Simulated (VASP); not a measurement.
ZrF2, a sheet with vacuum:

```
CELL_PARAMETERS angstrom
2.98876 0.00000 0.00000
-1.49438 2.58834 0.00000
0.00000 0.00000 29.71320
ATOMIC_POSITIONS crystal
Zr 0.00000 0.00000 0.26924
F 0.66667 0.33333 0.21936
F 0.33333 0.66667 0.31912
```

The cell was built by a generator and needn't be a form met in nature.

Base run:

```yaml
Program: VASP 6.6.1
Functional: PBE
Potentials_or_basis: VASP PAW PBE potentials, release 64 (Zr_sv, F)
Cutoff: 520 eV
k_mesh: 10 × 10 × 1
Occupations: fermi-dirac, width 0.05 eV
Spin: no spin polarisation
Hubbard_terms: Zr d U = 6 eV
```

Its results: band gap on the k mesh 0.13 eV, indirect (least direct gap 0.81 eV); largest force 0.725 eV/Å.

Question: The run is repeated on the same cell with these changes: hubbard terms from Zr d U = 6 eV to Zr d U = 2 eV. What comes out?

Answer: Band gap on the k mesh 0.03 eV, indirect (least direct gap 0.76 eV); largest force 0.246 eV/Å.

A k mesh can miss the band edges.
